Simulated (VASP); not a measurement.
# LaCoPO (P4/nmm) in VASP: equation of state

Aim: energy against volume of LaCoPO in PBE, for its equilibrium volume and stiffness.

All numbers are computed with VASP 6.6.1; they aren't measurements. Logs are shortened: lines on timing, memory, paths and dates and some standing lists are left out, and cuts for length are marked.

**1. The crystal as given**

The structure is tetragonal, space group P4/nmm (No. 129). Conventional cell: a = 3.991 Å, b = 3.991 Å, c = 8.265 Å, α = 90.00°, β = 90.00°, γ = 90.00°. La (site symmetry 4mm) is surrounded by 4 O at 2.36 Å. Around Co (site symmetry -4m2) lie 4 P at 2.22 Å. P (site symmetry 4mm) has 4 Co at 2.22 Å as nearest neighbours. Around O (site symmetry -4m2) lie 4 La at 2.36 Å.

The cell is a database's computed one.

**2. Equation of state, PBE, collinear spin, ferromagnetic start, 15.47 Å³/atom (volume scaled by 0.94)**

Input file INCAR:

```
SYSTEM = LaCoPO
PREC = Accurate
ENCUT = 520
EDIFF = 1E-7
ISMEAR = -1
SIGMA = 0.05
LREAL = .FALSE.
LASPH = .TRUE.
NELM = 150
ALGO = Normal
ISIF = 2
LWAVE = .FALSE.
LCHARG = .FALSE.
ISPIN = 2
MAGMOM = 0 0 2 2 0 0 0 0
LORBIT = 11
LMAXMIX = 6
GGA = PE
NBANDS = 45
```

Input file KPOINTS:

```
Automatic mesh
0
G
  7 7 4
  0 0 0
```

Input file POSCAR:

```
LaCoPO
1.0
    3.9097789339      0.0000000000      0.0000000000
    0.0000000000      3.9097789339      0.0000000000
    0.0000000000      0.0000000000      8.0962066992
La Co P O
2 2 2 2
Direct
    0.5000000000      0.0000000000      0.1531320000
    0.0000000000      0.5000000000      0.8468680000
    0.0000000000      0.0000000000      0.5000000000
    0.5000000000      0.5000000000      0.5000000000
    0.0000000000      0.5000000000      0.3816310000
    0.5000000000      0.0000000000      0.6183690000
    0.5000000000      0.5000000000      0.0000000000
    0.0000000000      0.0000000000      0.0000000000
```

Potentials or basis: VASP PAW PBE potentials, release 64 (La, Co, P, O).

Command:

```
cat potpaw_PBE.64/La/POTCAR potpaw_PBE.64/Co/POTCAR potpaw_PBE.64/P/POTCAR potpaw_PBE.64/O/POTCAR > POTCAR
mpirun -np 1 vasp_std > vasp.out
```

OUTCAR:

```text
SYSTEM = LaCoPO
   PREC = Accurate
   ENCUT = 520
   EDIFF = 1E-7
   ISMEAR = -1
   LREAL = .FALSE.
   LASPH = .TRUE.
   NELM = 150
   ISIF = 2
   ISPIN = 2
   LORBIT = 11
   GGA = PE

 Found     30 irreducible k-points:

 Following reciprocal coordinates:
            Coordinates               Weight
  0.000000  0.000000  0.000000      1.000000
  0.142857  0.000000  0.000000      4.000000
  0.285714  0.000000  0.000000      4.000000
  0.428571  0.000000  0.000000      4.000000
  0.142857  0.142857  0.000000      4.000000
  0.285714  0.142857  0.000000      8.000000
   k-points           NKPTS =     30   k-points in BZ     NKDIM =     30   number of bands    NBANDS=     45
   number of dos      NEDOS =    301   number of ions     NIONS =      8
   total plane-waves  NPLWV =  54000
   dimension x,y,z NGX =    30 NGY =   30 NGZ =   60
   dimension x,y,z NGXF=    60 NGYF=   60 NGZF=  120
   ions per type =               2   2   2   2
   NGX,Y,Z   is equivalent  to a cutoff of  12.76, 12.76, 12.32 a.u.
   NGXF,Y,Z  is equivalent  to a cutoff of  25.51, 25.51, 24.64 a.u.
 SYSTEM =  LaCoPO
   PREC   = accura    normal or accurate (medium, high low for compatibility)
   ISTART =      0    job   : 0-new  1-cont  2-samecut
   ICHARG =      2    charge: 1-file 2-atom 10-const
   ISPIN  =      2    spin polarized calculation?
   LNONCOLLINEAR =      F non collinear calculations
   LSORBIT =      F    spin-orbit coupling
   LASPH  =      T    aspherical Exc in radial PAW
   ENCUT  =  520.0 eV  38.22 Ry    6.18 a.u.   7.27  7.27 15.05*2*pi/ulx,y,z
   NELM   =    150;   NELMIN=  2; NELMDL= -5     # of ELM steps
   EDIFF  = 0.1E-06   stopping-criterion for ELM
   LREAL  =      F    real-space projection
   EDIFFG = 0.1E-05   stopping-criterion for IOM
   NSW    =      0    number of steps for IOM
   IBRION =     -1    ionic relax: 0-MD 1-quasi-New 2-CG
   NFREE  =      0    steps in history (QN), initial steepest desc. (CG)
   ISIF   =      2    stress and relaxation
   ISYM   =      2    0-nonsym 1-usesym 2-fastsym
   POTIM  = 0.5000    time-step for ionic-motion
   TEBEG  =    0.0;   TEEND  =   0.0 temperature during run
   PSTRESS=    0.0 pullay stress
   NELECT =      62.0000    total number of electrons
   NUPDOWN=      -1.0000    fix difference up-down
   EMIN   =  10.00;   EMAX   =-10.00  energy-range for DOS
   EFERMI =   0.00;   METHOD = LEGACY
   ISMEAR =    -1;   SIGMA  =   0.05  broadening in eV -4-tet -1-fermi 0-gaus
   EFERMI_NEDOS =   21; number of points for ismear=-14 and -15
   IALGO  =     38    algorithm
   IMIX   =      4    mixing-type and parameters
     AMIX     =   0.40;   BMIX     =  1.00
     AMIX_MAG =   1.60;   BMIX_MAG =  1.00
  volume/ion in A,a.u.               =      15.47       104.40
  Fermi-wavevector in a.u.,A,eV,Ry     =   1.300200  2.457021 23.000911  1.690519
  Thomas-Fermi vector in A             =   2.431414
   LORBIT       =     11    0 simple, 1 ext, 2 COOP (PROOUT), +10 PAW based schemes
   GGA     = PE    functional components
   LHFCALC =     F    Hartree Fock is set to
   AEXX    =    0.0000 exact exchange contribution
   IVDW    =     0    specifies the selected vdW correction
   LEPSILON=     F    determine dielectric tensor
   LRPA    =     F    only Hartree local field effects (RPA)
 spin polarized calculation
  energy-cutoff  :      520.00
  volume of cell :      123.76
 maximum number of plane-waves:      3350
 NGX is ok and might be reduce to    30
   NGX = 15   NGY = 15   NGZ = 31

 number of electron      62.0000013 magnetization       1.1004900

 Free energy of the ion-electron system (eV)
  ---------------------------------------------------
  ext. energy  EPLUGINS =         0.00000000
  ---------------------------------------------------
  free energy    TOTEN  =       -60.16749054 eV

  energy without entropy =      -60.14280741  energy(sigma->0) =      -60.15514898

 E-fermi :   9.1532     XC(G=0): -11.1676

 val. band max:        9.1181854103   @ k =   0.4286   0.1429   0.5000
 cond. band min:       9.1847911757   @ k =   0.4286   0.2857   0.0000
 fundamental gap:      0.0666057654
 Fermi energy:         9.1531979799

 spin component 1

 k-point     1 :       0.0000    0.0000    0.0000
  band No.  band energies     occupation
      1     -22.6562      1.00000
      2     -22.3608      1.00000
      3     -10.4341      1.00000
      4      -8.9736      1.00000
      5      -6.5692      1.00000
      6      -6.5692      1.00000
[... 35 lines left out ...]
     42      12.5914      0.00000
     43      12.6592      0.00000

 k-point     2 :       0.1429    0.0000    0.0000
  band No.  band energies     occupation
      1     -22.6281      1.00000
      2     -22.3607      1.00000
      3     -10.4624      1.00000
      4      -9.2938      1.00000
      5      -6.5286      1.00000
      6      -6.3749      1.00000
[... 35 lines left out ...]
     42      12.5597      0.00000
     43      12.6559      0.00000

 k-point     3 :       0.2857    0.0000    0.0000
  band No.  band energies     occupation
      1     -22.5557      1.00000
      2     -22.3687      1.00000
      3     -10.5224      1.00000
      4      -9.8751      1.00000
      5      -6.4201      1.00000
      6      -6.4063      1.00000
[... 35 lines left out ...]
     42      12.5774      0.00000
     43      12.6565      0.00000

 k-point     4 :       0.4286    0.0000    0.0000
  band No.  band energies     occupation
      1     -22.4698      1.00000
      2     -22.4025      1.00000
      3     -10.5188      1.00000
      4     -10.3216      1.00000
      5      -6.3754      1.00000
      6      -6.2789      1.00000
[... 35 lines left out ...]
     42      12.6401      0.00000
     43      12.6728      0.00000

 k-point     5 :       0.1429    0.1429    0.0000
  band No.  band energies     occupation
      1     -22.6011      1.00000
      2     -22.3591      1.00000
      3     -10.4947      1.00000
      4      -9.5281      1.00000
      5      -6.7396      1.00000
      6      -6.2818      1.00000
[... 35 lines left out ...]
     42      12.5724      0.00000
     43      12.6194      0.00000

 k-point     6 :       0.2857    0.1429    0.0000
  band No.  band energies     occupation
      1     -22.5325      1.00000
      2     -22.3632      1.00000
      3     -10.5644      1.00000
      4     -10.0078      1.00000
      5      -6.7103      1.00000
      6      -6.4302      1.00000
[... 35 lines left out ...]
     42      12.5981      0.00000
     43      12.6330      0.00000

 [... further k-points ...]

 spin component 2

 k-point     1 :       0.0000    0.0000    0.0000
  band No.  band energies     occupation
      1     -22.6560      1.00000
      2     -22.3606      1.00000
      3     -10.4343      1.00000
      4      -8.9735      1.00000
      5      -6.5688      1.00000
      6      -6.5688      1.00000
[... 35 lines left out ...]
     42      12.5935      0.00000
     43      12.6646      0.00000

 k-point     2 :       0.1429    0.0000    0.0000
  band No.  band energies     occupation
      1     -22.6278      1.00000
      2     -22.3604      1.00000
      3     -10.4626      1.00000
      4      -9.2936      1.00000
      5      -6.5282      1.00000
      6      -6.3752      1.00000
[... 35 lines left out ...]
     42      12.5693      0.00000
     43      12.6590      0.00000

 k-point     3 :       0.2857    0.0000    0.0000
  band No.  band energies     occupation
      1     -22.5554      1.00000
      2     -22.3684      1.00000
      3     -10.5225      1.00000
      4      -9.8750      1.00000
      5      -6.4197      1.00000
      6      -6.4063      1.00000
[... 35 lines left out ...]
     42      12.5937      0.00000
     43      12.6593      0.00000

 k-point     4 :       0.4286    0.0000    0.0000
  band No.  band energies     occupation
      1     -22.4695      1.00000
      2     -22.4022      1.00000
      3     -10.5188      1.00000
      4     -10.3215      1.00000
      5      -6.3759      1.00000
      6      -6.2785      1.00000
[... 35 lines left out ...]
     42      12.6415      0.00000
     43      12.6758      0.00000

 k-point     5 :       0.1429    0.1429    0.0000
  band No.  band energies     occupation
      1     -22.6009      1.00000
      2     -22.3589      1.00000
      3     -10.4948      1.00000
      4      -9.5280      1.00000
      5      -6.7397      1.00000
      6      -6.2814      1.00000
[... 35 lines left out ...]
     42      12.5771      0.00000
     43      12.6270      0.00000

 k-point     6 :       0.2857    0.1429    0.0000
  band No.  band energies     occupation
      1     -22.5322      1.00000
      2     -22.3630      1.00000
      3     -10.5644      1.00000
      4     -10.0077      1.00000
      5      -6.7106      1.00000
      6      -6.4304      1.00000
[... 35 lines left out ...]
     42      12.6218      0.00000
     43      12.6366      0.00000

 [... further k-points ...]

 [bands above 43 left out]

------------------------ aborting loop because EDIFF is reached ----------------------------------------

  FORCE on cell =-STRESS in cart. coord.  units (eV):
  Direction    XX          YY          ZZ          XY          YZ          ZX
  --------------------------------------------------------------------------------------
  -------------------------------------------------------------------------------------
  Total        7.5349932      7.5349932      8.0071719      0.0000000      0.0000000      0.0000000
  in kB       97.5455490     97.5455490    103.6582186      0.0000000      0.0000000      0.0000000
  external PRESSURE =      99.5831055 kB  Pullay stress =       0.0000000 kB

 VOLUME and BASIS-vectors are now :
 -----------------------------------------------------------------------------
  energy-cutoff  :      520.00
  volume of cell :      123.76
      direct lattice vectors                 reciprocal lattice vectors
     3.909778934  0.000000000  0.000000000     0.255768937  0.000000000  0.000000000
     0.000000000  3.909778934  0.000000000     0.000000000  0.255768937  0.000000000
     0.000000000  0.000000000  8.096206699     0.000000000  0.000000000  0.123514633

 POSITION                                       TOTAL-FORCE (eV/Angst)
 -----------------------------------------------------------------------------------
      1.95489      0.00000      1.23979         0.000000      0.000000      0.642043
      0.00000      1.95489      6.85642        -0.000000     -0.000000     -0.642043
      0.00000      0.00000      4.04810         0.000000      0.000000     -0.000000
      1.95489      1.95489      4.04810        -0.000000      0.000000     -0.000000
      0.00000      1.95489      3.08976         0.000000      0.000000     -1.363812
      1.95489      0.00000      5.00644         0.000000      0.000000      1.363812
      1.95489      1.95489      0.00000         0.000000     -0.000000     -0.000000
      0.00000      0.00000      0.00000         0.000000      0.000000     -0.000000
 -----------------------------------------------------------------------------------
    total drift:                                0.000000      0.000000      0.000000

  FREE ENERGIE OF THE ION-ELECTRON SYSTEM (eV)
  ---------------------------------------------------
  free  energy   TOTEN  =       -60.1674905412 eV

  energy  without entropy=      -60.1428074144  energy(sigma->0) =      -60.15514898

 total charge

# of ion       s       p       d       f       tot
--------------------------------------------------
    1        2.025   5.686   0.736   0.268   8.715
    2        2.025   5.686   0.736   0.268   8.715
    3        0.478   0.584   7.535   0.000   8.597
    4        0.478   0.584   7.535   0.000   8.597
    5        1.032   1.495   0.000   0.000   2.527
    6        1.032   1.495   0.000   0.000   2.527
    7        1.576   3.496   0.000   0.000   5.072
    8        1.576   3.496   0.000   0.000   5.072
--------------------------------------------------
tot         10.222  22.521  16.543   0.537  49.823

 magnetization (x)

# of ion       s       p       d       f       tot
--------------------------------------------------
    1       -0.000   0.000   0.000  -0.001  -0.000
    2       -0.000   0.000   0.000  -0.001  -0.000
    3        0.012   0.005   0.531   0.000   0.549
    4        0.012   0.005   0.531   0.000   0.549
    5        0.001   0.009   0.000   0.000   0.010
    6        0.001   0.009   0.000   0.000   0.010
    7       -0.000   0.000   0.000   0.000   0.000
    8       -0.000   0.000   0.000   0.000   0.000
--------------------------------------------------
tot          0.024   0.029   1.064  -0.001   1.116
```

Run time: 6.3 min. Hardware: 1 thread of Intel Xeon 6975P-C (Granite Rapids), shared host; peak memory 0.45 GiB.

What came out:

| Item | Value |
| --- | --- |
| Free energy | -60.1675 eV |
| Pressure | 10.0 GPa |
| Largest force | 1.364 eV/Å |
| Band gap on the k mesh | none (metal or under the smearing width) |
| Net moment | 1.10 μB per cell |
| Site moments | La -0.00; Co +0.55; P +0.01; O +0.00 μB |
| Valence electrons inside the program's atomic spheres | La 8.71; Co 8.60; P 2.53; O 5.07 |

Caveat: semilocal functionals often make such compounds metallic where correlation or magnetic order opens a gap, which also shifts bond lengths; forces of over 1 eV/Å show positions far from the minimum, so gaps and moduli don't describe the material at rest.

[end of part 1 of 2]
